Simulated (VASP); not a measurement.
Given:

```
SnTe
1.0
    0.00000     3.18581     3.18581
    3.18581     0.00000     3.18581
    3.18581     3.18581     0.00000
Sn Te
1 1
Direct
  0.00000   0.00000   0.00000
  0.50000   0.50000   0.50000
```

Method: LDA (Ceperley-Alder, Perdew-Zunger), VASP's LDA PAW potentials (set 64) (plane waves; VASP). Run with 400 eV cut-off, 7×7×7 Γ-centred mesh, Gaussian smearing of 0.050 eV, potentials Sn_d Te.

Energy and stress use the plane-wave basis of the starting cell.

**Question.** The ions, cell shape and volume are relaxed. Predict the relaxed structure.

**Answer.** 
```
SnTe
1.0
    0.00000     3.11742     3.11742
    3.11742     0.00000     3.11742
    3.11742     3.11742     0.00000
Sn Te
1 1
Cartesian
  0.00000   0.00000   0.00000
  3.11742   3.11742   3.11742
```
Space group Fm-3m (225), at a tolerance of 0.03 Å.

**Question.** How do energy and volume change from the first to the last step?

**Answer.** The energy (σ→0) changes by -19.3 meV/atom and the volume by -6.3 %, in 3 ionic steps.

The structure comes from a computed database's SnTe entry (Fm-3m); how it stands against other phases isn't given here. This run relaxes it. Symmetry was kept, so distortions that lower it aren't found.
